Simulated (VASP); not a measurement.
# Which face does Nb expose?, part 2 of 2

How do surface energy, work function and relaxation of Nb depend on the face?

VASP 6.6.1; r2SCAN; plane waves and PAW (Nb_pv).

So far. Step 6 (Relaxing the slab, 9 atoms, face Nb(100)): The run ended after 14 ionic steps, 0.295 eV below its first step, once the forces on the free atoms met EDIFFG = -0.03. Step 7 (Potential and states of the slab, 9 atoms, face Nb(100)): The vacuum level lies 3.53 eV above the Fermi level at the upper face; both faces agree, as the slab has next to no dipole.

## 8. Surface relaxation, 11 atoms, face Nb(111)

System of this step: Nb(111). The cell holds 11 atoms: 11 Nb. Cell: a = 4.694 Å, b = 4.694 Å, c = 24.581 Å, α = 90.0°, β = 90.0°, γ = 60.0°. It derives from Nb. 11 layers of bcc Nb, cut at this functional's lattice. Vacuum lies along c.

File INCAR:

```
SYSTEM = Nb
PREC = Normal
ENCUT = 320
EDIFF = 1E-05
NELM = 120
ISMEAR = 1
SIGMA = 0.15
LREAL = .FALSE.
ALGO = Normal
METAGGA = R2SCAN
LASPH = .TRUE.
NBANDS = 75
LORBIT = 11
LWAVE = .FALSE.
LCHARG = .FALSE.
KPAR = 4
IBRION = 2
NSW = 40
ISIF = 2
EDIFFG = -0.03
POTIM = 0.4
MAXMIX = 40
```

File POSCAR:

```
Nb
1.0
    4.6935512544      0.0000000000      0.0000000000
    2.3467756272      4.0647346202      0.0000000000
    0.0000000000      0.0000000000     24.5806713790
Nb
11
Direct
    0.6666666700      0.6666666700      0.3051177800
    0.0000000000      0.0000000000      0.3440942300
    0.3333333300      0.3333333300      0.3830706700
    0.6666666700      0.6666666700      0.4220471100
    0.0000000000      0.0000000000      0.4610235600
    0.3333333300      0.3333333300      0.5000000000
    0.6666666700      0.6666666700      0.5389764400
    0.0000000000      0.0000000000      0.5779528900
    0.3333333300      0.3333333300      0.6169293300
    0.6666666700      0.6666666700      0.6559057700
    0.0000000000      0.0000000000      0.6948822200
```

File KPOINTS:

```
Automatic mesh
0
Gamma
9 9 1
0 0 0
```

The projector-augmented-wave data sets are Nb_pv (PBE family, release 64).

Run with:

```
$ mpirun -np 4 vasp_std
```

Wall time 15 min (4 MPI ranks of AMD EPYC 9R45, shared host); peak memory 1.3 GiB.

The run keeps the 12 symmetry operations of its start, so it cannot find a distortion of lower symmetry.

The steps of the relaxation:

```
step  energy less that of the first step (eV)  largest force (eV/Å)
   1                                   0.0000                1.7877
   2                                  -0.3335                1.3638
   3                                  -0.6174                0.6654
   4                                  -0.6179                0.6112
   5                                  -0.6571                0.4083
   6                                  -0.7028                0.3205
   7                                  -0.7215                0.1511
   8                                  -0.7233                0.1311
   9                                  -0.7232                0.1378
  10                                  -0.7232                0.1363
  11                                  -0.7267                0.0613
  12                                  -0.7282                0.0717
  13                                  -0.7293                0.0288
```

The atoms that moved most (Å):

```
atom     dx     dy      dz  length
 Nb1  0.000  0.000   0.322   0.322
Nb11  0.000  0.000  -0.322   0.322
 Nb3  0.000  0.000  -0.109   0.109
 Nb9  0.000  0.000   0.109   0.109
 Nb4  0.000  0.000   0.071   0.071
 Nb8  0.000  0.000  -0.071   0.071
Nb10  0.000  0.000  -0.027   0.027
 Nb2  0.000  0.000   0.027   0.027
```

Final coordinates:

```
Nb
1.0
     4.69355    0.00000    0.00000
     2.34678    4.06473    0.00000
     0.00000    0.00000   24.58067
Nb
11
Direct
  0.66667 0.66667 0.31822
  0.00000 0.00000 0.34520
  0.33333 0.33333 0.37862
  0.66667 0.66667 0.42493
  0.00000 0.00000 0.46007
  0.33333 0.33333 0.50000
  0.66667 0.66667 0.53993
  0.00000 0.00000 0.57507
  0.33333 0.33333 0.62138
  0.66667 0.66667 0.65480
  0.00000 0.00000 0.68178
```

The run ended after 13 ionic steps, 0.729 eV below its first step, once the forces on the free atoms met EDIFFG = -0.03.

## 9. Potential and states of the slab, 11 atoms, face Nb(111)

File INCAR:

```
SYSTEM = Nb
PREC = Normal
ENCUT = 320
EDIFF = 1E-06
NELM = 120
ISMEAR = 1
SIGMA = 0.15
LREAL = .FALSE.
ALGO = Normal
METAGGA = R2SCAN
LASPH = .TRUE.
NBANDS = 75
LORBIT = 11
LWAVE = .FALSE.
LCHARG = .TRUE.
KPAR = 4
IDIPOL = 3
LDIPOL = .TRUE.
DIPOL = 0.5 0.5 0.5
LVHAR = .TRUE.
LVACPOTAV = .TRUE.
NEDOS = 1500
```

File POSCAR:

```
Nb
1.0
    4.6935512544      0.0000000000      0.0000000000
    2.3467756272      4.0647346202      0.0000000000
    0.0000000000      0.0000000000     24.5806713790
Nb
11
Direct
    0.6666666700      0.6666666700      0.3182231172
    0.0000000000      0.0000000000      0.3452028573
    0.3333333300      0.3333333300      0.3786208507
    0.6666666700      0.6666666700      0.4249340545
    0.0000000000      0.0000000000      0.4600700698
    0.3333333300      0.3333333300      0.5000000000
    0.6666666700      0.6666666700      0.5399299302
    0.0000000000      0.0000000000      0.5750659455
    0.3333333300      0.3333333300      0.6213791493
    0.6666666700      0.6666666700      0.6547971427
    0.0000000000      0.0000000000      0.6817768828
```

KPOINTS is that of step 8.

Run with:

```
$ mpirun -np 4 vasp_std
```

Elapsed: 3.6 min, on 4 MPI ranks; peak memory 1.3 GiB.

The map of layer states is cut here 0.5 eV above the Fermi level, so it leaves out the states above that.

The vacuum level lies 3.83 eV above the Fermi level at the upper face; both faces agree, as the slab has next to no dipole.

The program found no field-free point at its default tolerance, but its printed level agrees with the flat part of the planar average.

On this mesh the fine structure of the density of states is sampling noise, and high empty states may be cut by the number of bands.

## 10. The faces side by side

This step: surfaces of a metal, r2SCAN; plane waves and PAW (VASP 6.6.1).

This step runs nothing: it gathers the runs above.

Symmetric slabs, all atoms free. All faces:

| face | layers | area a surface atom (Å²) | work function (eV) | surface energy as cut (J/m²) | surface energy relaxed (J/m²) | change of the top spacing (%) |
| --- | --- | --- | --- | --- | --- | --- |
| Nb(110) | 7 | 7.789 | 4.597 | 2.238 | 2.199 | -3.9 |
| Nb(100) | 9 | 11.02 | 3.533 | 2.603 | 2.388 | -12.27 |
| Nb(111) | 11 | 19.08 | 3.829 | 2.808 | 2.502 | -30.78 |

Each surface energy is the slab's energy less its number of atoms times the bulk energy of -24.7215 eV, over twice the cell's area.

## 11. Summary of results

| Property | Result |
| --- | --- |
| Nb(110) | 2.20 J/m², 4.60 eV |
| Nb(100) | 2.39 J/m², 3.53 eV |
| Nb(111) | 2.50 J/m², 3.83 eV |

In words: The cheapest face is Nb(110) at 2.20 J/m², against 2.39 for Nb(100) and 2.50 for Nb(111). The work functions are 4.60 eV for Nb(110), 3.83 eV for Nb(111) and 3.53 eV for Nb(100). The densest face has the highest work function, as the smoothing of the electron density over an open face lowers the surface dipole. Among the others the order doesn't follow the density. The densest face is also the cheapest, since it cuts the fewest bonds an area. The top spacing changes by -3.9 % on Nb(110), -12.3 % on Nb(100) and -30.8 % on Nb(111), the most on the most open face. One thickness was run for each face, and bulk and slab meshes don't match, which leaves some hundredths of a J/m². The cells are 1 × 1 and can't reconstruct.

[Lines on the potential files, build, host, timing and source positions are cut from VASP's logs without a mark.]

[Logs are printed without paths, hosts, clocks, repeated set-up lines and the standing remarks that a program may print on its own settings, such as how far it seeks lower states.]

[Hosts, paths, dates, database ids (printed as entryN), source tags and the programs' standing remarks are cut or masked in the printed files.]

[Runs that stopped without an error message from VASP are left out.]
